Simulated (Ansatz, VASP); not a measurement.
# KMgF3: VASP beside Ansatz, part 2 of 2

One calculation is typed for both programs; each brings its own data sets. How far apart do they land? The cell is taken from a series of runs on this material, whose earlier steps may have relaxed, scaled, displaced or heated it; both programs get it as it stands.

VASP 6.6.1 and Ansatz 0.2.0.

So far: Set-up; VASP: relaxation of cell and atoms, PBE; Ansatz: relaxation of cell and atoms, PBE.

**4. Differences**

Known differences besides the potentials themselves: fixed occupations in Ansatz, narrow Gaussian smearing in VASP; the data sets hold 40 valence electrons in Ansatz (on its default PAW (the set named soft_2) files) and 32 in VASP; the cutoff is 420 eV in Ansatz and 600 eV in VASP; Ansatz adds a Pulay correction to the stress that steers its cell, VASP none. Total energies have different zeros and are not compared.

Compared:

```
                                         quantity  Ansatz   VASP  difference
                                      volume (Å³)   66.64  66.10     +0.81 %
edge a after relaxation, in the typed setting (Å)   4.054  4.043     +0.27 %
```

**5. VASP: zone-centre phonons, PBE**

Second derivatives magnify differences that forces hide, and they need a tight electronic threshold.

INCAR reads:

```
SYSTEM = KMgF3
PREC = Accurate
ENCUT = 600
EDIFF = 1E-08
NELM = 120
ISMEAR = 0
SIGMA = 0.01
LREAL = .FALSE.
ALGO = Normal
GGA = PE
NBANDS = 22
LORBIT = 11
LWAVE = .FALSE.
LCHARG = .FALSE.
ISIF = 2
IBRION = 8
LEPSILON = .TRUE.
LASPH = .TRUE.
GGA_COMPAT = .FALSE.
EFERMI = MIDGAP
KPAR = 2
```

POSCAR reads:

```
KMgF3
1.0
    4.0541864031      0.0000000000      0.0000000000
    0.0000000000      4.0541864031      0.0000000000
    0.0000000000      0.0000000000      4.0541864031
K Mg F
1 1 3
Direct
    0.5000000000      0.5000000000      0.5000000000
    0.0000000000      0.0000000000      0.0000000000
    0.5000000000      0.0000000000      0.0000000000
    0.0000000000      0.5000000000      0.0000000000
    0.0000000000      0.0000000000      0.5000000000
```

KPOINTS reads:

```
Automatic mesh
0
Gamma
6 6 6
0 0 0
```

Potentials, in the order of the species: K_sv, Mg and F (PBE family, release 64).

Started as:

```console
> mpirun -np 2 vasp_std
```

Numbers of over 12 decimals in the logs are rounded to 6 here.

What it wrote:

```text
[... set-up lines as in an earlier step ...]
 entering main loop
       N       E                     dE             d eps       ncg     rms          rms(c)
DAV:   1     0.250940018830E+03    0.25094E+03   -0.18964E+04   920   0.155E+03
DAV:   2    -0.134680546679E+02   -0.26441E+03   -0.25385E+03  1160   0.383E+02
DAV:   3    -0.261046499396E+02   -0.12637E+02   -0.12584E+02  1232   0.795E+01
DAV:   4    -0.266729600557E+02   -0.56831E+00   -0.56776E+00  1370   0.985E+00
[...]
DAV:  15    -0.244571868338E+02    0.81175E-07   -0.70551E-08  1180   0.197E-03    0.530E-04
DAV:  16    -0.244571868071E+02    0.26743E-07   -0.14955E-08   772   0.857E-04    0.550E-05
DAV:  17    -0.244571868075E+02   -0.43974E-09   -0.97012E-10   560   0.254E-04
   1 F= -.24457187E+02 E0= -.24457187E+02  d E =0.000000E+00
 Linear response reoptimize wavefunctions to high precision
DAV:   1    -0.244571868098E+02   -0.23033E-08   -0.14585E-10   554   0.862E-05
DAV:   2    -0.244571868099E+02   -0.20009E-10   -0.38306E-11   512   0.384E-05
 Linear response G [H, r] |phi>, progress :
  Direction:   1
[...]
RMM:  16    -0.540489399011E+00   -0.10256E-08   -0.18524E-07  2474   0.175E-04    0.910E-08
 first order change of Fermi-energy   0.24535E-04
 force on displaced ion       3 direction 1 :  -9.226   0.000  -0.000
 Born effective charge ion    3 direction 1 :  -1.269   0.000   0.000
 Linear response progress:
  Degree of freedom:   4/  4
       N       E                     dE             d eps       ncg     rms          rms(c)
RMM:   1    -0.536661784506E+00   -0.53666E+00    0.62847E-01  4839   0.378E+00
RMM:   2    -0.535662670183E+00    0.99911E-03   -0.48495E-03  4518   0.462E-01    0.843E-02
RMM:   3    -0.537115841422E+00   -0.14532E-02   -0.46289E-04  4458   0.126E-01    0.454E-02
RMM:   4    -0.538984519550E+00   -0.18687E-02   -0.32729E-04  4387   0.993E-02    0.108E-02
[...]
RMM:  19    -0.538993035447E+00   -0.94180E-10   -0.30666E-07  2708   0.243E-04    0.163E-07
RMM:  20    -0.538993035567E+00   -0.11984E-09   -0.30629E-07  2394   0.242E-04    0.109E-07
RMM:  21    -0.538993035635E+00   -0.67711E-10   -0.30591E-07  2236   0.242E-04    0.781E-08
 first order change of Fermi-energy   0.10380E-03
 force on displaced ion       3 direction 2 :   0.000  -2.765   0.000
 Born effective charge ion    3 direction 2 :   0.000  -0.960   0.000
 Born effective charges drift removed
 Linear response finished
```

From OUTCAR (step 5):

```text
  Total       -0.2212345     -0.2212345     -0.2212345      0.0000000      0.0000000     -0.0000000
  in kB       -5.3192730     -5.3192730     -5.3192730      0.0000000      0.0000000     -0.0000000
  external PRESSURE =      -5.3192730 kB  Pullay stress =       0.0000000 kB

 POSITION                                       TOTAL-FORCE (eV/Angst)
 -----------------------------------------------------------------------------------
      2.02709      2.02709      2.02709         0.000000      0.000000      0.000000
      0.00000      0.00000      0.00000         0.000000      0.000000      0.000000
      2.02709      0.00000      0.00000         0.000000      0.000000      0.000000
      0.00000      2.02709      0.00000         0.000000      0.000000      0.000000
      0.00000      0.00000      2.02709         0.000000      0.000000      0.000000
 -----------------------------------------------------------------------------------
[...]
2     0.00000    -1.26890    -0.00000
    3     0.00000    -0.00000    -0.96001
 ion    5
    1    -0.96001     0.00000    -0.00000
    2     0.00000    -0.96001    -0.00000
    3     0.00000    -0.00000    -1.26890

 MACROSCOPIC STATIC DIELECTRIC TENSOR IONIC CONTRIBUTION
 ------------------------------------------------------
           4.928417     0.000000    -0.000000
           0.000000     4.928417     0.000000
          -0.000000     0.000000     4.928417
 ------------------------------------------------------

[... 1 part as in an earlier step ...]

[... 1 further part left out ...]
```

**6. Ansatz: zone-centre phonons, PBE**

The same cell, functional and mesh now go to Ansatz, which takes its cutoff from its data sets.

The cell is taken from a series of runs on this material, whose earlier steps may have relaxed, scaled, displaced or heated it; both programs get it as it stands.

input.yaml reads:

```yaml
crystal:
  lattice:
    - [4.0541864031, 0.0, 0.0]
    - [0.0, 4.0541864031, 0.0]
    - [0.0, 0.0, 4.0541864031]
  atoms:
    - { symbol: K, position: [0.5, 0.5, 0.5] }
    - { symbol: Mg, position: [0.0, 0.0, 0.0] }
    - { symbol: F, position: [0.5, 0.0, 0.0] }
    - { symbol: F, position: [0.0, 0.5, 0.0] }
    - { symbol: F, position: [0.0, 0.0, 0.5] }
kpoints:
  mp_grid: { grid: [6, 6, 6] }
hamiltonian:
  xc: pbe
scf:
  occupations: { method: fixed }
output:
  eigenvalues: true
phonons:
  method: dfpt
  dielectric: true
  rigid_motions: translations
```

Started as:

```console
> ansatz run input.yaml --threads 4 --pin off --max-ram 14336MiB --backend cpu --events-out ev --progress --plain --runs-dir out
```

What it wrote:

```text
[...]
Crystal: 5 atoms, lattice volume = 66.636 Å³
Basis set: ecut = 420 eV, 1309 PW (Γ), exchange–correlation on 60×60×60 points (8 copies of the dense FFT grid, shifted against one another)
Bands: 25, of which v1, the nominal top of the filled ones, is band 20 counted from 1 (19 counted from 0)
Symmetry: 48 space group operations
k-points: 80 of 216 (irreducible under 2 space group operations, time reversal used)
[...]
optical modes at Γ + LO–TO along q̂ = [1.0000, 0.0000, 0.0000]:
      ω (cm⁻¹)  modes    IR ((D/Å)²/amu)
[...]
optical modes at Γ + LO–TO along q̂ = [0.0000, 1.0000, 0.0000]:
      ω (cm⁻¹)  modes    IR ((D/Å)²/amu)
[...]
optical modes at Γ + LO–TO along q̂ = [0.0000, 0.0000, 1.0000]:
      ω (cm⁻¹)  modes    IR ((D/Å)²/amu)
[...]
280.32      2             6.9906
        336.24      1             1.0366
        420.68      2             7.2283
        519.34      1             7.6713
[key lines of the parts left out:]
SCF converged after 7 iterations
Free energy (F): -5894.737353 eV
Fermi energy:    2.380434 eV
```

**7. Comparison**

What differs besides the data sets and the points named for the pairs above, as far as they apply: the data sets hold 40 valence electrons in Ansatz (on its default PAW (the set named soft_2) files) and 32 in VASP. Total energies have different zeros and are not compared.

Compared:

```
                                     quantity  Ansatz   VASP  difference
                                        ε∞ xx    2.07   2.05     +1.12 %
                                        ε∞ yy    2.07   2.05     +1.12 %
                                        ε∞ zz    2.07   2.05     +1.12 %
 Born charge of K1 (mean of the diagonal) (e)    1.18   1.18        0.00
Born charge of Mg2 (mean of the diagonal) (e)    2.02   2.01       +0.01
 Born charge of F3 (mean of the diagonal) (e)   -1.07  -1.06       -0.01
                   optical mode 1 to 3 (cm⁻¹)   138.8  141.9     -2.16 %
                   optical mode 4 to 6 (cm⁻¹)   180.7  182.8     -1.18 %
                   optical mode 7 to 9 (cm⁻¹)   280.3  283.0     -0.95 %
                 optical mode 10 to 12 (cm⁻¹)   420.7  423.0     -0.55 %
```

Modes are paired by rising frequency, not by their patterns, so a pair may set unlike modes beside each other; they are those without the splitting of longitudinal modes.

**8. Summary of results**

* difference in volume (relaxation of cell and atoms, PBE): 0.81 %
* r.m.s. difference of the optical zone-centre modes, each program's sorted by frequency (zone-centre phonons, PBE): 2.6 cm⁻¹
* difference in optical mode 1 to 3 (zone-centre phonons, PBE): -2.2 %

**Reading.** The difference in volume is 0.81 % (relaxation of cell and atoms, PBE), within the 1.2 % picked in this series as the mark of a large difference, as far as the stopping tolerances let one tell. The data sets hold unlike numbers of valence electrons (40 in Ansatz and 32 in VASP), so part of the differences comes from the potentials. Among the rows given in per cent, the largest difference of the zone-centre phonons, PBE pair is in optical mode 1 to 3, -2.2 %. How closely two codes agree says nothing of how well the functional describes the real material.

[Lines on the potential files, build, host, timing and source positions are cut from VASP's logs without a mark.]

[Logs are printed without paths, hosts, clocks, repeated set-up lines and the standing remarks that a program may print on its own settings, such as how far it seeks lower states.]

[Hosts, paths, dates, database ids (printed as entryN), source tags and the programs' standing remarks are cut or masked in the printed files.]
